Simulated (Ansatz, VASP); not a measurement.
This is a calculation of CsAs for VASP 6.6.1.

The input INCAR:

```
ALGO = Fast
EDIFF = 1E-6
ENCUT = 520
GGA = PE
ISIF = 2
ISMEAR = -1
LASPH = T
LCHARG = F
LREAL = F
LWAVE = F
NELM = 60
PREC = Accurate
SIGMA = 0.05
```

Contents of KPOINTS:

```
k-points
0
Gamma
  6 6 6
```

File POSCAR:

```
CsAs
1.0
    4.2090412000      0.0000000000      0.0000000000
    0.0000000000      4.2949400000      0.0000000000
    0.0000000000      0.0000000000      4.2949400000
Cs As
1 1
Direct
    0.0000000000      0.0000000000      0.0000000000
    0.5000000000      0.5000000000      0.5000000000
```

Potentials or basis: VASP PAW PBE potentials, release 64 (Cs_sv, As).

The run is started by

```bash
$ cat potpaw_PBE.64/Cs_sv/POTCAR potpaw_PBE.64/As/POTCAR > POTCAR
$ mpirun -np 1 vasp_std > vasp.out
```

Problem. Translate it to Ansatz 0.2.0. Potentials there: Ansatz PAW.

Solution. As run (the cutoff follows the program's own potentials):

File input.yaml:

```yaml
crystal:
  lattice:
    - [4.2090412, 0.0, 0.0]
    - [0.0, 4.29494, 0.0]
    - [0.0, 0.0, 4.29494]
  atoms:
    - { symbol: Cs, position: [0.0, 0.0, 0.0] }
    - { symbol: As, position: [0.5, 0.5, 0.5] }
hamiltonian:
  xc: pbe
  pseudopotentials: { kind: paw }
kpoints:
  mp_grid: { grid: [6, 6, 6] }
scf:
  occupations: { method: fermi_dirac, width: 0.05 }
output:
  forces: true
  stress: true
  eigenvalues: true
```

Potentials or basis: Ansatz PAW.

Command:

```sh
$ ansatz run input.yaml --threads 2 --pin off --max-ram 5632MiB --backend cpu --events-out ev --progress --plain --runs-dir out
```

Both were run:

|  | VASP | Ansatz | Ansatz less VASP |
| --- | --- | --- | --- |
| gap on the k mesh at the Fermi level (eV) | none | none | - |
| pressure (GPa) | 0.3 | 0.2 | -0.06 |
| largest component of the traceless stress (GPa) | 0.27 | 0.26 | -0.001 |

A gap of «none» marks a metal or a gap that the smearing closes. The functional is the same, so the differences come from potentials, cutoffs and numerics. The two sets of potentials don't hold the same shells in valence.

Spin-orbit coupling is left out, which matters for the levels of Cs.
